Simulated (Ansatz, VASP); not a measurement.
**Cross-check of Al3GaSb4 between VASP and Ansatz**

Wanted: the spread between two codes on one cell, functional and k mesh. The cell is generated by rule, not measured, and may not be a known phase. The cell is taken from a series of runs on this material, whose earlier steps may have relaxed, scaled, displaced or heated it; both programs get it as it stands.

Calculated with Ansatz 0.2.0; plane waves, with VASP 6.6.1 beside it; relaxation of cell and atoms at LDA.

The structure was built from a prototype and need not be the compound's stable phase.

### 1. Set-up

The structure is tetragonal, space group P-4m2 (No. 115). The conventional cell has a = 4.314 Å, b = 4.314 Å, c = 12.158 Å, α = 90.00°, β = 90.00°, γ = 90.00°. Nearest to Al lie 4 Sb at 2.64 Å. Ga has 4 Sb at 2.63 Å nearest. Nearest to Sb lie 4 Al at 2.64 Å. Nearest to Sb lie 2 Ga at 2.63 Å and 2 Al at 2.64 Å. Farther neighbours are not listed.

### 2. Ansatz: relaxation of cell and atoms, LDA

Ansatz runs on its default PAW (the set named soft_2) files.

The relaxed volume is the usual yardstick between codes: in a stiff, nearly cubic crystal its relative difference is about their pressure difference at one cell divided by the bulk modulus.

File input.yaml:

```yaml
crystal:
  lattice:
    - [3.0503198396, 3.0503198396, 0.0]
    - [-3.0503198396, 3.0503198396, 0.0]
    - [0.0, 0.0, 12.1584828555]
  atoms:
    - { symbol: Al, position: [0.0, 0.0, -0.0012916302] }
    - { symbol: Al, position: [0.5, 0.5, 0.25] }
    - { symbol: Al, position: [0.0, 0.0, 0.5012916302] }
    - { symbol: Ga, position: [0.5, 0.5, 0.75] }
    - { symbol: Sb, position: [0.5, 0.0, 0.1243291158] }
    - { symbol: Sb, position: [0.0, 0.5, 0.3756708842] }
    - { symbol: Sb, position: [0.5, 0.0, 0.6265678521] }
    - { symbol: Sb, position: [0.0, 0.5, 0.8734321479] }
kpoints:
  mp_grid: { grid: [8, 8, 2] }
hamiltonian:
  xc: lda
scf:
  occupations: { method: fixed }
output:
  forces: true
  stress: true
  eigenvalues: true
relax:
  adjacent_minimum: "off"
  f_tol: 0.001
  max_steps: 60
  cell: { stress_tol: 0.01 }
```

Started as:

```bash
> ansatz run input.yaml --threads 8 --pin off --max-ram 14336MiB --backend cpu --events-out ev --progress --plain --runs-dir out
```

Numbers of over 12 decimals in the logs are rounded to 6 here.

The log of the run:

```text
Engine: ansatz 0.2.0, aarch64-unknown-linux-gnu
Pseudopotentials: kind: paw
Pseudopotential: Al, paw, valence charge 3, recommended cutoff 420 eV (normal), Al.paw.azcp
Pseudopotential: Ga, paw, valence charge 13, recommended cutoff 420 eV (normal), Ga.paw.azcp
Pseudopotential: Sb, paw, valence charge 15, recommended cutoff 420 eV (normal), Sb.paw.azcp
Functional definition: SPW92
  exchange = slater_x
  correlation = pw_c
Crystal: 8 atoms, lattice volume = 226.256 Å³
Basis set: ecut = 420 eV, 4361 PW (Γ)
Bands: 50, of which v1, the nominal top of the filled ones, is band 41 counted from 1 (40 counted from 0)
Symmetry: 8 space group operations
Space group: P-4m2 (ITA 115), of the structure as read, at distance tolerance 6.1e-5 Å
k-points: 30 of 128
Non-local potential: Al, projectors of the file, l = 0: 2, l = 1: 2, l = 2: 1
Non-local potential: Ga, projectors of the file, l = 0: 2, l = 1: 2, l = 2: 3, l = 3: 1
Non-local potential: Sb, projectors of the file, l = 0: 2, l = 1: 2, l = 2: 2, l = 3: 2
PAW form: soft (Blöchl's): semilocal exchange-correlation on the pseudo side does not see the compensation charge
PAW frozen core: Al, regenerated for the run's functional, and the local potential with it (the file was generated under x = pbe(κ = 0.804, μ = 0.219515), c = pbe(β = 0.066725))
PAW frozen core: Ga, regenerated for the run's functional, and the local potential with it (the file was generated under x = pbe(κ = 0.804, μ = 0.219515), c = pbe(β = 0.066725))
PAW frozen core: Sb, regenerated for the run's functional, and the local potential with it (the file was generated under x = pbe(κ = 0.804, μ = 0.219515), c = pbe(β = 0.066725))
PAW one-centre angular grid: Al, 110 points (default); XC on 64 Gauss nodes
PAW one-centre angular grid: Ga, 590 points (default); XC on 64 Gauss nodes
PAW one-centre angular grid: Sb, 590 points (default); XC on 64 Gauss nodes
Initial density: superposition of atomic densities (neutral atoms: chi_scale 0, normalization atom), corrected by the library's trained network
Initial wavefunctions: pseudopotential atomic-orbital guess
Functional: x = slater, c = lda
SCF iter   1: F=—  HF=-30590.026614 eV  |F-HF|=—  |Δ(HF+E_count)|=         —  Δρ=5.65e-3  dr2=3.29e-2  ethr=1.77e-3  ⟨swp⟩=5.1  Hψ=5583  notcnv=0  defer=157
preconditioner: auto → Resta (q_TF=auto, 2.304 Å⁻¹)  ε∞=3.5  [insulator: Δε(μ)=0.788 eV  Ē_g=10.083 eV  n_scr=48 (ndim 8)  ℏωp=16.0 eV  f_vac=0.023  ε∞_Penn≈3.5]
SCF iter   2: F=—  HF=-30590.019479 eV  |F-HF|=—  |Δ(HF+E_count)|=   7.14e-3  Δρ=2.73e-3  dr2=8.55e-3  ethr=4.02e-5  ⟨swp⟩=3.1  Hψ=2913  notcnv=0  defer=209
SCF iter   3: F=—  HF=-30590.018563 eV  |F-HF|=—  |Δ(HF+E_count)|=   9.16e-4  Δρ=4.88e-4  dr2=5.24e-4  ethr=1.04e-5  ⟨swp⟩=3.0  Hψ=2693  notcnv=0  defer=209
SCF iter   4: F=—  HF=-30590.018529 eV  |F-HF|=—  |Δ(HF+E_count)|=   3.36e-5  Δρ=2.10e-4  dr2=1.08e-4  ethr=6.40e-7  ⟨swp⟩=2.0  Hψ=2052  notcnv=0  defer=192
SCF iter   5: F=—  HF=-30590.018495 eV  |F-HF|=—  |Δ(HF+E_count)|=   3.45e-5  Δρ=6.01e-5  dr2=1.73e-5  ethr=1.31e-7  ⟨swp⟩=2.0  Hψ=2015  notcnv=0  defer=131
SCF iter   6: F=—  HF=-30590.018524 eV  |F-HF|=—  |Δ(HF+E_count)|=   2.93e-5  Δρ=2.74e-5  dr2=4.85e-6  ethr=2.11e-8  ⟨swp⟩=2.0  Hψ=2030  notcnv=0  defer=109
SCF iter   7: F=—  HF=-30590.018524 eV  |F-HF|=—  |Δ(HF+E_count)|=   5.39e-8  Δρ=6.38e-6  dr2=1.25e-7  ethr=5.91e-9  ⟨swp⟩=2.0  Hψ=2023  notcnv=0  defer=109
SCF iter   8: F=-30590.018524 eV  HF=-30590.018524 eV  |F-HF|=3.98e-9  |Δ(HF+E_count)|=   2.51e-8  Δρ=2.11e-6  dr2=1.40e-8  ethr=1.22e-10  ⟨swp⟩=13.9  Hψ=6982  notcnv=0
SCF 1 converged in 8 iterations: F = -30590.018524 eV  dr2 = 1.40e-8
  greatest PAW one-centre occupation: 0.998 electrons in one spin orbital (limit 2), on the Sb atom at site 7 (counted from 0), in its partial waves of l = 2
relax step   1: F+E_penalty+E_count = -30590.01852403 eV  Δ(F+E_penalty+E_count) = +0.000e0 eV  max|allowed force component| = 3.060e-3 eV/Å  Δτ_max = 0.0000 Å  P = -0.012 GPa  Ω = 226.256 Å³  (8 SCF iters, dr2 threshold 1.00e-7 eV, accepted)
[...]
relax step   3: F+E_penalty+E_count = -30590.01869730 eV  Δ(F+E_penalty+E_count) = -2.348e-5 eV  max|allowed force component| = 1.958e-3 eV/Å  Δτ_max = 0.0019 Å  P = +0.001 GPa  Ω = 226.206 Å³  energy of the carried Pulay correction = +1.091e-5 eV  (5 SCF iters, dr2 threshold 2.47e-9 eV, accepted)
[...]
relax step   4: F+E_penalty+E_count = -30590.01869835 eV  Δ(F+E_penalty+E_count) = -1.051e-6 eV  max|allowed force component| = 8.417e-5 eV/Å  Δτ_max = 0.0005 Å  P = +0.000 GPa  Ω = 226.210 Å³  energy of the carried Pulay correction = +9.942e-6 eV  (5 SCF iters, dr2 threshold 2.40e-10 eV, accepted)
[...]
relax step   5: F+E_penalty+E_count = -30590.01868082 eV  Δ(F+E_penalty+E_count) = +1.753e-5 eV  max|allowed force component| = 8.294e-5 eV/Å  Δτ_max = 0.0000 Å  P = +0.000 GPa  Ω = 226.210 Å³  stress off target by 3.38e-4 GPa  SCF on the basis re-selected at this cell (its energy is not comparable with the rows above)  (7 SCF iters)
basis re-selected at this cell: Δ(F+E_penalty+E_count) = +1.753e-5 eV, ΔP = +0.000 GPa vs the last step (what re-selecting the basis moved, of the pressure what is left beyond the Pulay correction that the steps carried, after the strain that the cell walked since its last selection, with what the two solves' SCF thresholds leave and, on support functions, any second-order correction that the steps lacked; it is no m [...]
SCF converged after 7 iterations
Free energy (F): -30590.018681 eV
Harris-Foulkes:  -30590.018681 eV  (|F-HF|=3.64e-12)
Internal energy: -30590.018681 eV  (E = F + TS)
E sigma→0 (E₀):  -30590.018681 eV
Fermi energy:    6.548436 eV
--- Per-component energies (eV) ---
  E_band       = -889.637806
  E_kinetic    = 1020.906001
  E_local      = -10504.962590  (includes V_loc(G=0)·N_el)
  E_nonlocal   = 1930.500555
  E_hartree    = 4808.993132
  E_xc         = -737.245645
  E_vxc        = -534.717504  (∫ρ·V_xc dr)
  E_paw        = -20955.845750  (= ΣΔE_a)
  E_vpaw       = -2419.350383  (= ΣTr[D̂ρ^β])
  E_aug_tail   = -0.000144  (compensation charges beyond the density's cutoff)
  E_ewald      = -6156.495164
  E_core_change = 4.130924  (= ΣΔE_core)
  E_smearing   = -0.000000  (= −TS)
  E_closure    = -0.000000  (closes the sum)
  Σ components = -30590.018681   (vs F -30590.018681, Δ=0.00e0)
--- Forces (eV/Å), atoms counted from 1 ---
  atom   1  Al    -0.00000000    -0.00000000    -0.00000136
  atom   2  Al    -0.00000000    -0.00000000    -0.00000000
  atom   3  Al    -0.00000000    -0.00000000     0.00000136
  atom   4  Ga    -0.00000000    -0.00000000    -0.00000000
  atom   5  Sb     0.00000000     0.00000000     0.00004354
  atom   6  Sb     0.00000000     0.00000000    -0.00004354
  atom   7  Sb     0.00000000     0.00000000    -0.00008294
  atom   8  Sb     0.00000000     0.00000000     0.00008294
  max |Σ_I F_I| component: 9.60e-17 eV/Å
--- Stress (GPa, compression-positive) ---
        0.000249      -0.000000      -0.000000
       -0.000000       0.000249      -0.000000
       -0.000000      -0.000000       0.000338
  P = ⅓ Tr σ = 0.0003 GPa (0.003 kbar)
--- Band table (eV; the first three rows and the last of 30) ---
  k-point 0: bands = [... 37 lower, 5.0986, 6.5433, 6.5484, 6.5484, 7.4217, 7.6663, 7.9446, 8.1278, ... 5 higher]
  k-point 1: bands = [... 37 lower, 5.8846, 5.8846, 6.0273, 6.0273, 7.5070, 7.7400, 8.2679, 8.4251, ... 5 higher]
  k-point 2: bands = [... 37 lower, 5.1594, 5.4229, 6.1817, 6.4989, 7.7684, 8.2002, 8.5989, 8.6624, ... 5 higher]
  k-point 29: bands = [... 37 lower, 3.8765, 3.8765, 3.9065, 3.9065, 8.5185, 8.5185, 8.5399, 8.7436, ... 5 higher]
--- Relaxed structure (4 steps of the walk, 4 accepted, 1 SCFs on fresh bases) ---
  F+E_penalty+E_count = -30590.01868082 eV   max|allowed force component| = 8.294e-5 eV/Å   (the final SCF, on the basis selected at the relaxed cell)
  cell:  # Å, volume = 226.2100 Å³
    - [3.047287, 3.047287, 0]
    - [-3.047287, 3.047287, 0]
    - [0, 0, 12.180215]
  atoms:
    - { symbol: Al, position: [0, 0, -0.00122359] }
    - { symbol: Al, position: [0.5, 0.5, 0.25] }
    - { symbol: Al, position: [0, 0, 0.501224] }
    - { symbol: Ga, position: [0.5, 0.5, 0.75] }
    - { symbol: Sb, position: [0.5, 0, 0.124384] }
    - { symbol: Sb, position: [0, 0.5, 0.375616] }
    - { symbol: Sb, position: [0.5, 0, 0.626526] }
    - { symbol: Sb, position: [0, 0.5, 0.873474] }
```

[end of part 1 of 2]

[Lines on the potential files, build, host, timing and source positions are cut from VASP's logs without a mark.]

[Logs are printed without paths, hosts, clocks, repeated set-up lines and the standing remarks that a program may print on its own settings, such as how far it seeks lower states.]

[Hosts, paths, dates, database ids (printed as entryN), source tags and the programs' standing remarks are cut or masked in the printed files.]
